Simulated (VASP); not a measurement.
Given:

```
CELL_PARAMETERS angstrom
      0.00000     1.72815     1.72815
      1.72815     0.00000     1.72815
      1.72815     1.72815     0.00000
ATOMIC_POSITIONS crystal
  Cu 0.00000 0.00000 0.00000
```

These are PBEsol GGA, VASP's PBE PAW potentials (set 64) (plane waves; VASP) values and carry that method's errors. Run with 480 eV cut-off, 16×16×16 Γ-centred mesh, first-order Methfessel-Paxton smearing of 0.10 eV, potentials Cu.

Question: Give the stress tensor in GPa (positive for a compressed cell).

Answer: 
```
19.89   0.00   0.00
 0.00  19.89   0.00
 0.00   0.00  19.89
```
The pressure is its mean diagonal, 19.89 GPa.

The compound is Cu in the fcc structure. This cell was strained or had an atom moved on purpose.
